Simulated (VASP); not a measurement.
Ni3Si (L1_2) is relaxed at rising pressure, each step from the one before. Symmetry mostly holds the structure type, and other phases were not tried. The mesh follows the cell, and a change of mesh leaves a small step in the series.

Here is the system:

```yaml
crystal:
  lattice:
    - [3.50630, 0.00000, 0.00000]
    - [0.00000, 3.50630, 0.00000]
    - [0.00000, 0.00000, 3.50630]
  atoms:
    - { symbol: Si, position: [0.00000, 0.00000, 0.00000] }
    - { symbol: Ni, position: [0.00000, 0.50000, 0.50000] }
    - { symbol: Ni, position: [0.50000, 0.00000, 0.50000] }
    - { symbol: Ni, position: [0.50000, 0.50000, 0.00000] }
```

Level of theory: PBE GGA, VASP's PBE PAW potentials (set 64) (plane waves; VASP). Run with 500 eV cut-off, 9×9×9 Γ-centred mesh, first-order Methfessel-Paxton smearing of 0.10 eV, potentials Si Ni.

```csv
P (GPa),V (Å³/atom),H − H(0) (eV/atom),space group,gap on the mesh (eV),k-mesh
0,10.78,0.000,Pm-3m,0.00,9×9×9
5,10.54,0.333,Pm-3m,0.00,9×9×9
10,…,…,Pm-3m,0.00,9×9×9
20,9.97,1.291,Pm-3m,0.00,9×9×9
30,…,…,Pm-3m,0.00,9×9×9
45,9.29,2.789,Pm-3m,0.00,9×9×9
```

Problem. Some entries are withheld; supply them.

Solution. 
- 30, V (Å³/atom): 9.67
- 30, H − H(0) (eV/atom): 1.903
- 10, V (Å³/atom): 10.33
- 10, H − H(0) (eV/atom): 0.658

Pressures at which the relaxation failed are left out.

The compound is Ni3Si in the L1_2 structure. The run is not spin-polarised, so no magnetic state was tried.
